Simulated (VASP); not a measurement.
Computed with optB88-vdW, VASP's PBE PAW potentials (set 64) (plane waves; VASP 6.6.1).

VASP ran on this input.

**POSCAR**
```
Sn
1
   -2.9681589149     2.9681589149     1.6173547034
    2.9681589149    -2.9681589149     1.6173547034
    2.9681589149     2.9681589149    -1.6173547034
Sn
2
Direct
  0.2500000000   0.7500000000   0.5000000000
  0.0000000000   1.0000000000   0.0000000000
```

### INCAR
```
# general
SYSTEM    =  Sn
PREC      =  Accurate
ENCUT     =  520
LREAL     =  .False.
LASPH     =  .True.

# electronic loop
EDIFF     =  1E-6
NELM      =  100
ALGO      =  Normal
LMAXMIX   =  4

# smearing
ISMEAR    =  1
SIGMA     =  0.1

# functional
GGA       =  BO
LUSE_VDW  =  .True.
AGGAC     =  0.0
PARAM1    =  0.1833333333
PARAM2    =  0.22

# ions
IBRION    =  2
NSW       =  60
ISIF      =  3
EDIFFG    =  -0.01

# output
LWAVE     =  .False.
LCHARG    =  .False.
```

File KPOINTS:
```
kpoints
0
Gamma
  12 12 12
0 0 0
```

POTCAR, in this order: Sn_d (PBE.64 set). Program: vasp_std.

Unless said otherwise, spin-orbit coupling is left out, though it shifts the bands of the heavy elements here.

Q: What does the run give for the energy per atom (σ→0), band gap (on the k-mesh)?

A: 
* **energy per atom (σ→0)**: -0.544 eV/atom
* **band gap (on the k-mesh)**: none (metal, semimetal or under 0.01 eV)

OSZICAR:
```
...
DAV:   5    -0.109251845274E+01   -0.21464E-01   -0.21461E-01  7814   0.490E+00    0.194E+00
DAV:   6    -0.108710446682E+01    0.54140E-02   -0.24409E-02  7474   0.221E+00    0.109E+00
DAV:   7    -0.108775950133E+01   -0.65503E-03   -0.15836E-02  7458   0.173E+00    0.133E-01
DAV:   8    -0.108810360458E+01   -0.34410E-03   -0.18056E-03  6302   0.598E-01    0.417E-02
DAV:   9    -0.108811585708E+01   -0.12252E-04   -0.55421E-05  7642   0.760E-02    0.158E-02
DAV:  10    -0.108811605348E+01   -0.19640E-06   -0.14444E-05  6480   0.530E-02    0.214E-03
DAV:  11    -0.108811606822E+01   -0.14738E-07   -0.42445E-07  3276   0.933E-03
   1 F= -.10881161E+01 E0= -.10881439E+01  d E =-.108812E+01
```

The compound is Sn in the beta structure. It was relaxed first, which changed the volume by +5 %. The start is the result of an earlier pass.
